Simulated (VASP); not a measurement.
Input:

```xyz
3
Lattice="4.4762 0.0000 0.0000 -2.2381 3.8765 0.0000 0.0000 0.0000 2.6396" Properties=species:S:1:pos:R:3 pbc="T T T"
Pd     0.0000     0.0000     0.0000
Pd     0.0000     2.5844     1.3198
Pd     2.2381     1.2922     1.3198
```

The numbers are results of r2SCAN meta-GGA with spin-orbit coupling, VASP's PBE PAW potentials (set 64) (plane waves; VASP), not measurements. Run with 400 eV cut-off, 7×7×10 Γ-centred mesh, Gaussian smearing of 0.050 eV, potentials Pd.

Problem. Give the energies of bands 23 to 36 at the high-symmetry points, in eV from the Fermi level.

Solution. 
| band | Γ | M | K | A | L | H |
|---|---|---|---|---|---|---|
| 23 | -1.50 | -0.54 | -1.27 | -0.39 | -0.67 | 0.06 |
| 24 | -1.50 | -0.54 | -1.27 | -0.39 | -0.67 | 0.06 |
| 25 | -1.49 | -0.41 | -0.65 | -0.30 | -0.47 | 0.11 |
| 26 | -1.49 | -0.41 | -0.65 | -0.30 | -0.47 | 0.11 |
| 27 | -1.29 | -0.34 | -0.65 | -0.11 | 0.16 | 0.41 |
| 28 | -1.29 | -0.34 | -0.65 | -0.11 | 0.16 | 0.41 |
| 29 | -0.02 | -0.26 | -0.31 | 0.78 | 0.46 | 0.53 |
| 30 | -0.02 | -0.26 | -0.31 | 0.78 | 0.46 | 0.53 |
| 31 | 0.21 | -0.01 | -0.29 | 2.67 | 3.21 | 3.12 |
| 32 | 0.21 | -0.01 | -0.29 | 2.67 | 3.21 | 3.12 |
| 33 | 7.68 | 0.23 | -0.17 | 3.50 | 3.54 | 5.21 |
| 34 | 7.68 | 0.23 | -0.17 | 3.50 | 3.54 | 5.21 |
| 35 | 7.71 | 1.54 | -0.06 | 9.65 | 6.86 | 5.23 |
| 36 | 7.71 | 1.54 | -0.06 | 9.65 | 6.86 | 5.23 |

It has no gap at this level: it comes out as a metal or semimetal.

The structure was generated: Pd was put into the omega type (P6/mmm), which need not be its known phase. It was relaxed first.
